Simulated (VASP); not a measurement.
Computed with PBE GGA, VASP's PBE PAW potentials (set 64) (plane waves; VASP).

The input files of a VASP run:

File POSCAR:
```
YbSe
1
    4.7230640000     0.0000000000     0.0000000000
    0.0000000000     4.7230640000     0.0000000000
    0.0000000000     0.0000000000     5.9514540000
Yb Se
2 2
Direct
  0.5000000000   0.0000000000   0.2368000000
  0.0000000000   0.5000000000   0.7632000000
  0.0000000000   0.0000000000   0.0000000000
  0.5000000000   0.5000000000   0.0000000000
```

File KPOINTS:
```
Automatic mesh
0
Gamma
4 4 4
0 0 0
```

### INCAR
```
! general
SYSTEM  = YbSe
PREC    = Accurate
ENCUT   = 400
LREAL   = .FALSE.
LASPH   = .TRUE.

! electronic loop
EDIFF   = 1E-6
NELM    = 100
ALGO    = Normal
LMAXMIX = 6

! smearing
ISMEAR  = 0
SIGMA   = 0.05

! functional
GGA     = PE

! ions
ISIF    = 2

! output
LWAVE   = .FALSE.
LCHARG  = .FALSE.
```

POTCAR, in this order: Yb_2 Se (PBE.64 set). Program: vasp_std.

What VASP printed:

**OSZICAR**
```
       N       E                     dE             d eps       ncg     rms          rms(c)
DAV:   1     0.131650663369E+03    0.13165E+03   -0.10930E+04   648   0.113E+03
DAV:   2    -0.802771250223E+01   -0.13968E+03   -0.13621E+03   900   0.269E+02
DAV:   3    -0.167602418935E+02   -0.87325E+01   -0.85558E+01   746   0.511E+01
DAV:   4    -0.169126122321E+02   -0.15237E+00   -0.15227E+00   814   0.756E+00
DAV:   5    -0.169145533395E+02   -0.19411E-02   -0.19410E-02   776   0.869E-01    0.197E+01
DAV:   6    -0.147405424855E+02    0.21740E+01   -0.42127E+00   688   0.897E+00    0.120E+01
DAV:   7    -0.144026582226E+02    0.33788E+00   -0.44335E+00   756   0.772E+00    0.314E+00
DAV:   8    -0.143177306787E+02    0.84928E-01   -0.14620E+00   678   0.473E+00    0.140E+00
DAV:   9    -0.142833487449E+02    0.34382E-01   -0.83178E-02   690   0.132E+00    0.511E-01
DAV:  10    -0.142810102614E+02    0.23385E-02   -0.40852E-02   716   0.630E-01    0.288E-01
DAV:  11    -0.142810369937E+02   -0.26732E-04   -0.20125E-03   690   0.247E-01    0.487E-02
DAV:  12    -0.142810943096E+02   -0.57316E-04   -0.89930E-05   716   0.522E-02    0.932E-03
DAV:  13    -0.142811056726E+02   -0.11363E-04   -0.11615E-05   710   0.203E-02    0.662E-03
DAV:  14    -0.142811086155E+02   -0.29429E-05   -0.46154E-06   564   0.110E-02    0.226E-03
DAV:  15    -0.142811085357E+02    0.79851E-07   -0.81766E-07   466   0.457E-03
   1 F= -.14281109E+02 E0= -.14276320E+02  d E =-.957676E-02
```

**OUTCAR**
```
------------------------ aborting loop because EDIFF is reached ----------------------------------------
  FORCE on cell =-STRESS in cart. coord.  units (eV):
  Direction    XX          YY          ZZ          XY          YZ          ZX
  --------------------------------------------------------------------------------------
  Total        7.4788070      7.4788070     -2.7149045      0.0000000     -0.0000000      0.0000000
  in kB       90.2551859     90.2551859    -32.7638104      0.0000000     -0.0000000      0.0000000
  external PRESSURE =      49.2488538 kB  Pullay stress =       0.0000000 kB
  volume of cell :      132.76
      direct lattice vectors                 reciprocal lattice vectors
     4.723064000  0.000000000  0.000000000     0.211726964  0.000000000  0.000000000
     0.000000000  4.723064000  0.000000000     0.000000000  0.211726964  0.000000000
     0.000000000  0.000000000  5.951454000     0.000000000  0.000000000  0.168026166
 POSITION                                       TOTAL-FORCE (eV/Angst)
 -----------------------------------------------------------------------------------
      2.36153      0.00000      1.40930         0.000000      0.000000     -0.449806
      0.00000      2.36153      4.54215        -0.000000      0.000000      0.449806
      0.00000      0.00000      0.00000         0.000000     -0.000000      0.000000
      2.36153      2.36153      0.00000        -0.000000      0.000000      0.000000
 -----------------------------------------------------------------------------------
    total drift:                                0.000000     -0.000000     -0.000000
  FREE ENERGIE OF THE ION-ELECTRON SYSTEM (eV)
  ---------------------------------------------------
  free  energy   TOTEN  =       -14.2811085357 eV

  energy  without entropy=      -14.2715317748  energy(sigma->0) =      -14.27632016
```
(Selected blocks of OUTCAR.)

The 4f electrons are frozen in the core of the lanthanide potential, so 4f levels, which can set the real gap, and their magnetism are missing.

The structure was generated: YbSe was put into the litharge type (P4/nmm), which need not be its known phase. The cell was not relaxed at this level. The k-mesh is coarse (spacing up to 0.33 per Å, 2π included), so the numbers may not be converged in it.
